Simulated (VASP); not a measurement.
All values below come from r2SCAN meta-GGA, VASP's PBE PAW potentials (set 64) (plane waves; VASP).

The input files of a VASP run:

**KPOINTS**
```
Automatic mesh
0
Gamma
7 7 2
0 0 0
```

POSCAR:
```
WSe2
1
    3.3161725954     0.0000000000     0.0000000000
   -1.6580862977     2.8718893835    -0.0000000000
    0.0000000000     0.0000000000    16.6501120690
W Se
1 2
Direct
  0.0000000000   0.0000000000   0.0000000000
  0.3333330000   0.6666670000   0.0998364225
  0.3333330000   0.6666670000   0.9001635775
```

INCAR:
```
! general
SYSTEM  = WSe2
PREC    = Accurate
ENCUT   = 400
LREAL   = F
LASPH   = T

! electronic loop
EDIFF   = 1E-6
NELM    = 100
ALGO    = Normal
LMAXMIX = 6
LMIXTAU = T

! smearing
ISMEAR  = 0
SIGMA   = 0.05

! functional
METAGGA = R2SCAN

! ions
IBRION  = 2
NSW     = 60
ISIF    = 3
EDIFFG  = -0.02

! output
LWAVE   = F
LCHARG  = F
```

POTCAR, in this order: W_sv Se (PBE.64 set). Program: vasp_std.

The cell holds a wide vacuum, so values per volume refer to the whole cell.

### Question
Estimate the energy per atom (σ→0).

### Answer

```
Property                        Result
---------------------  ---------------
energy per atom (σ→0)  -27250 meV/atom
```

### OSZICAR
```
...
DAV:  44    -0.817498994406E+02    0.34805E-04   -0.39826E-06   687   0.149E-02    0.861E-03
DAV:  45    -0.817499416708E+02   -0.42230E-04   -0.36218E-06   526   0.148E-02    0.758E-03
DAV:  46    -0.817499733230E+02   -0.31652E-04   -0.69185E-06   544   0.229E-02    0.379E-03
DAV:  47    -0.817499932424E+02   -0.19919E-04   -0.20407E-06   410   0.140E-02    0.218E-03
DAV:  48    -0.817500594828E+02   -0.66240E-04   -0.22075E-05   597   0.312E-02    0.128E-03
DAV:  49    -0.817500700010E+02   -0.10518E-04   -0.11186E-05   634   0.237E-02    0.102E-03
DAV:  50    -0.817500706177E+02   -0.61674E-06   -0.50296E-07   415   0.636E-03
   1 F= -.81750071E+02 E0= -.81750071E+02  d E =-.817501E+02
```

The cell is a sheet with vacuum, built from a database entry that may be metastable or hypothetical.
